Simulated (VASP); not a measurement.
Crystal: HfMoC2.

```
Hf Mo C
1.0
     3.19142    0.00000    0.00000
     0.00000    3.19142    0.00000
     0.00000    0.00000    4.48516
Hf Mo C
1 1 2
Direct
  0.00000 0.00000 0.00000
  0.50000 0.50000 0.50000
  0.50000 0.50000 0.00000
  0.00000 0.00000 0.50000
```

The cell comes from a database or a generator and needn't be the stable form of this composition.

Base run:

* Program: VASP 6.6.1
* Functional: PBE
* Potentials or basis: VASP PAW PBE potentials, release 64 (Hf_pv, Mo_sv, C)
* Cutoff: 520 eV
* k mesh: 8 × 8 × 6
* Occupations: fermi-dirac, width 0.05 eV
* Spin: no spin polarisation

Its results: band gap on the k mesh none (metal or under the smearing width); pressure -1.4 GPa.

Task: The run is repeated on the same cell with these changes: functional from PBE to PBEsol. What comes out?

Result: Band gap on the k mesh none (metal or under the smearing width); pressure -8.9 GPa.

PBEsol binds more tightly than PBE, so the same cell stands under less pressure.

Caveats: the PAW data sets were made with another functional, which shifts forces and pressure a little (some runs).

Not every run made on this cell is shown here.
